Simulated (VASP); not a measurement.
The input files of a VASP run:

POSCAR:
```
Pd
2.7618160
  0.0000000000   0.7071069086   0.7071069086
  0.7071069086   0.0000000000   0.7071069086
  0.7071069086   0.7071069086   0.0000000000
Pd
1
Direct
  0.0000000000   0.0000000000   0.0000000000
```

**INCAR**
```
# general
SYSTEM =Pd
PREC   =Accurate
ENCUT  =520
LREAL  =.FALSE.
LASPH  =.TRUE.

# electronic loop
EDIFF  =1E-7
NELM   =100
ALGO   =Normal
LMAXMIX=4

# smearing
ISMEAR =-5

# functional
GGA    =PE
IVDW   =13

# ions
ISIF   =2

# output
LWAVE  =.FALSE.
LCHARG =.TRUE.
LORBIT =11
NEDOS  =601
```

File KPOINTS:
```
Automatic
0
G
18 18 18
```

POTCAR, in this order: Pd (PBE.64 set). Program: vasp_std.

Task: Translate this PBE-D4 calculation to Ansatz.

Result: One equivalent input (not run):
Ansatz 0.2 input:
```yaml
crystal:
  lattice:
    - [0.0000000, 1.9528992, 1.9528992]
    - [1.9528992, 0.0000000, 1.9528992]
    - [1.9528992, 1.9528992, 0.0000000]
  atoms:
    - { symbol: Pd, position: [0.0000000, 0.0000000, 0.0000000] }
kpoints:
  mp_grid: { grid: [18, 18, 18] }
hamiltonian:
  xc: pbe
  dispersion: d4
  pseudopotentials: { kind: paw }
scf:
  occupations: { method: tetrahedron }
  max_iter: 100
output: { forces: true, stress: true, eigenvalues: true }
```
Limits of the translation: each code has its own PAW files, so the cut-off isn't converted (ENCUT is set for VASP's; basis.ecutwfc is left out, and Ansatz then takes the one that its files recommend); Ansatz stops its SCF on the density residual and VASP on the energy change (EDIFF).

The compound is Pd in the fcc structure. It was relaxed first.
